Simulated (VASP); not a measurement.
Level of theory: r2SCAN+rVV10, VASP's PBE PAW potentials (set 64) (plane waves; VASP).

The input files of a VASP run:

**POSCAR**
```
TbRh
1
    3.4029728579     0.0000000000    -0.0000000000
    0.0000000000     3.4029728579     0.0000000000
   -0.0000000000     0.0000000000     3.4029728579
Tb Rh
1 1
Direct
  0.5000000000   0.5000000000   0.5000000000
  0.0000000000   0.0000000000   0.0000000000
```

### KPOINTS
```
kpoints
0
gamma
12 12 12
```

INCAR:
```
! general
SYSTEM   = TbRh
PREC     = Accurate
ENCUT    = 400
LREAL    = .FALSE.
LASPH    = .TRUE.

! electronic loop
EDIFF    = 1E-7
NELM     = 100
ALGO     = Normal
LMAXMIX  = 6
LMIXTAU  = .TRUE.

! smearing
ISMEAR   = -5

! functional
METAGGA  = R2SCAN
LUSE_VDW = .TRUE.
BPARAM   = 11.95
CPARAM   = 0.0093

! ions
ISIF     = 2

! output
LWAVE    = .FALSE.
LCHARG   = .FALSE.
LORBIT   = 11
NEDOS    = 601
```

### KPOINTS_OPT
```
k-points along high-symmetry lines
10
Line-mode
Reciprocal
  0.000000   0.000000   0.000000 ! GAMMA
  0.000000   0.500000   0.000000 ! X

  0.000000   0.500000   0.000000 ! X
  0.500000   0.500000   0.000000 ! M

  0.500000   0.500000   0.000000 ! M
  0.000000   0.000000   0.000000 ! GAMMA

  0.000000   0.000000   0.000000 ! GAMMA
  0.500000   0.500000   0.500000 ! R

  0.500000   0.500000   0.500000 ! R
  0.000000   0.500000   0.000000 ! X

  0.500000   0.500000   0.500000 ! R
  0.500000   0.500000   0.000000 ! M
```

POTCAR, in this order: Tb_3 Rh_pv (PBE.64 set). Program: vasp_std.

Output

File OSZICAR:
```
       N       E                     dE             d eps       ncg     rms          rms(c)
DAV:   1     0.975639088801E+02    0.97564E+02   -0.12402E+04  2816   0.127E+03
DAV:   2    -0.592642397146E+02   -0.15683E+03   -0.15557E+03  3192   0.377E+02
DAV:   3    -0.625514518524E+02   -0.32872E+01   -0.32723E+01  3416   0.522E+01
DAV:   4    -0.625859924132E+02   -0.34541E-01   -0.34610E-01  3232   0.575E+00
DAV:   5    -0.625867583648E+02   -0.76595E-03   -0.76627E-03  3528   0.756E-01    0.385E+01
DAV:   6    -0.573905953627E+02    0.51962E+01   -0.17809E+01  2688   0.338E+01    0.121E+01
DAV:   7    -0.566990530296E+02    0.69154E+00   -0.11022E+01  2904   0.225E+01    0.155E+01
DAV:   8    -0.564785998300E+02    0.22045E+00   -0.12162E+00  2824   0.574E+00    0.313E+00
DAV:   9    -0.565895279894E+02   -0.11093E+00   -0.39801E-01  2728   0.601E+00    0.922E-01
DAV:  10    -0.566015681709E+02   -0.12040E-01   -0.96316E-02  2856   0.249E+00    0.759E-01
DAV:  11    -0.565902690990E+02    0.11299E-01   -0.58768E-02  2800   0.191E+00    0.420E-01
DAV:  12    -0.566204488004E+02   -0.30180E-01   -0.12513E-02  2752   0.945E-01    0.586E-01
DAV:  13    -0.566216131927E+02   -0.11644E-02   -0.27738E-03  3136   0.347E-01    0.424E-02
DAV:  14    -0.566218326409E+02   -0.21945E-03   -0.60566E-05  3016   0.739E-02    0.201E-02
DAV:  15    -0.566220283776E+02   -0.19574E-03   -0.38762E-05  3040   0.540E-02    0.371E-02
DAV:  16    -0.566220963636E+02   -0.67986E-04   -0.54313E-05  3056   0.527E-02    0.570E-03
DAV:  17    -0.566220954467E+02    0.91692E-06   -0.31107E-06  2936   0.154E-02    0.148E-03
DAV:  18    -0.566220948702E+02    0.57647E-06   -0.47854E-07  3072   0.579E-03    0.252E-03
DAV:  19    -0.566220950633E+02   -0.19310E-06   -0.84072E-08  1704   0.215E-03    0.725E-04
DAV:  20    -0.566220953076E+02   -0.24430E-06   -0.26319E-08  1504   0.163E-03    0.215E-04
DAV:  21    -0.566220953332E+02   -0.25525E-07   -0.61553E-09  1528   0.703E-04
   1 F= -.56622095E+02 E0= -.56622095E+02  d E =0.000000E+00
       N       E                     dE             ncg
```

### OUTCAR
```
------------------------ aborting loop because EDIFF is reached ----------------------------------------
  FORCE on cell =-STRESS in cart. coord.  units (eV):
  Direction    XX          YY          ZZ          XY          YZ          ZX
  --------------------------------------------------------------------------------------
  Total        0.0252826      0.0252826      0.0252826      0.0000000      0.0000000     -0.0000000
  in kB        1.0279123      1.0279123      1.0279123      0.0000000      0.0000000     -0.0000000
  external PRESSURE =       1.0279123 kB  Pullay stress =       0.0000000 kB
  volume of cell :       39.41
      direct lattice vectors                 reciprocal lattice vectors
     3.402972858  0.000000000  0.000000000     0.293860704  0.000000000  0.000000000
     0.000000000  3.402972858  0.000000000     0.000000000  0.293860704  0.000000000
     0.000000000  0.000000000  3.402972858     0.000000000  0.000000000  0.293860704
 POSITION                                       TOTAL-FORCE (eV/Angst)
 -----------------------------------------------------------------------------------
      1.70149      1.70149      1.70149         0.000000      0.000000      0.000000
      0.00000      0.00000      0.00000         0.000000      0.000000      0.000000
 -----------------------------------------------------------------------------------
    total drift:                                0.000000      0.000000     -0.000000
  FREE ENERGIE OF THE ION-ELECTRON SYSTEM (eV)
  ---------------------------------------------------
  free  energy   TOTEN  =       -56.6220953332 eV

  energy  without entropy=      -56.6220953332  energy(sigma->0) =      -56.62209533

 total charge

# of ion       s       p       d       tot
------------------------------------------
    1        0.436   6.591   1.284   8.311
    2        0.437   6.153   7.311  13.901
--------------------------------------------------
tot          0.873  12.745   8.594  22.212
```
(Selected blocks of OUTCAR.)

The 4f electrons are frozen in the core of the lanthanide potential, so 4f levels, which can set the real gap, and their magnetism are missing. For a metal the tetrahedron method with Blöchl corrections gives inexact stress and forces.

The structure comes from a measured TbRh entry (Pm-3m) of the Crystallography Open Database, whose conditions weren't checked. It was relaxed first.
